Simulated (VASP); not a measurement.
Input:

```
FeNi3
1.0
    3.62100     0.00000     0.00000
    0.00000     3.62100     0.00000
    0.00000     0.00000     3.62100
Fe Ni
1 3
Direct
  0.00000   0.00000   0.00000
  0.00000   0.50000   0.50000
  0.50000   0.00000   0.50000
  0.50000   0.50000   0.00000
```
Starting moments (μB, in the order of the record's atoms Fe Ni Ni Ni): 3.0 0.7 0.7 0.7.

These are PBE GGA, VASP's PBE PAW potentials (set 64) (plane waves; VASP) values and carry that method's errors. Numerical set-up: 400 eV cut-off, 7×7×7 Γ-centred mesh, first-order Methfessel-Paxton smearing of 0.10 eV, potentials Fe Ni.

### Question
Give the stress tensor in GPa (positive for a compressed cell).

### Answer

```
-10.78    0.00    0.00
  0.00  -10.78    0.00
  0.00    0.00  -10.78
```
The pressure is its mean diagonal, -10.78 GPa.

The compound is Ni3Fe in the L1_2 structure. The cell was not relaxed at this level.
